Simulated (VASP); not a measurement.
Consider the following.

```xyz
5
Lattice="4.2626 0.0000 0.0000 -2.1313 3.6915 0.0000 0.0000 0.0000 7.0862" Properties=species:S:1:pos:R:3 pbc="T T T"
Sr     0.0000     0.0000     0.0000
Cd     0.0000     2.4610     4.5003
Cd     2.1313     1.2305     2.5858
P      2.1313     1.2305     5.3071
P      0.0000     2.4610     1.7791
```

Calculation: LDA (Ceperley-Alder, Perdew-Zunger), VASP's LDA PAW potentials (set 64) (plane waves; VASP). Settings: 400 eV cut-off, 7×7×4 Γ-centred mesh, tetrahedra with Blöchl corrections, potentials Sr_sv Cd P.

Question: Estimate the energy per atom (σ→0).

Answer: 
energy per atom (σ→0): -4.026 eV/atom

The absolute energy has meaning only against runs of the same code, potentials and settings.

The structure comes from a computed database's Cd2SrP2 entry (P-3m1); how it stands against other phases isn't given here. It was relaxed first, which changed the volume by -7 %.
